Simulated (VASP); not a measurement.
Here is the system:

```
CELL_PARAMETERS angstrom
      0.00000     2.15717     2.15717
      2.15717     0.00000     2.15717
      2.15717     2.15717     0.00000
ATOMIC_POSITIONS crystal
  Ni 0.00000 0.00000 0.00000
  C  0.25000 0.25000 0.25000
```

These are r2SCAN meta-GGA, VASP's PBE PAW potentials (set 64) (plane waves; VASP) values and carry that method's errors. Numerical set-up: 520 eV cut-off, 16×16×16 Γ-centred mesh, tetrahedra with Blöchl corrections, potentials Ni C.

**Question.** Give the energies of bands 2 to 9 at the high-symmetry points, in eV from the Fermi level.

**Answer.** 
```json
[
 {"band": "2", "Γ": "-5.31", "X": "-6.80", "U": "-6.19", "L": "-6.26", "W": "-5.93"},
 {"band": "3", "Γ": "-5.31", "X": "-3.71", "U": "-4.13", "L": "-4.91", "W": "-4.52"},
 {"band": "4", "Γ": "-5.31", "X": "-3.71", "U": "-3.79", "L": "-4.91", "W": "-3.82"},
 {"band": "5", "Γ": "-2.94", "X": "-2.95", "U": "-3.41", "L": "-2.70", "W": "-2.85"},
 {"band": "6", "Γ": "-2.94", "X": "-2.55", "U": "-2.75", "L": "-2.70", "W": "-2.41"},
 {"band": "7", "Γ": "4.52", "X": "-1.06", "U": "-1.58", "L": "-1.88", "W": "-1.87"},
 {"band": "8", "Γ": "4.52", "X": "-0.27", "U": "-0.57", "L": "2.71", "W": "-1.13"},
 {"band": "9", "Γ": "4.52", "X": "-0.27", "U": "0.82", "L": "2.71", "W": "0.30"}
]
```

It has no gap at this level: it comes out as a metal or semimetal.

The structure was generated: NiC was put into the zinc blende type (F-43m), which need not be its known phase. It was relaxed first, which changed the volume by -18 %. The run is not spin-polarised, so no magnetic state was tried.
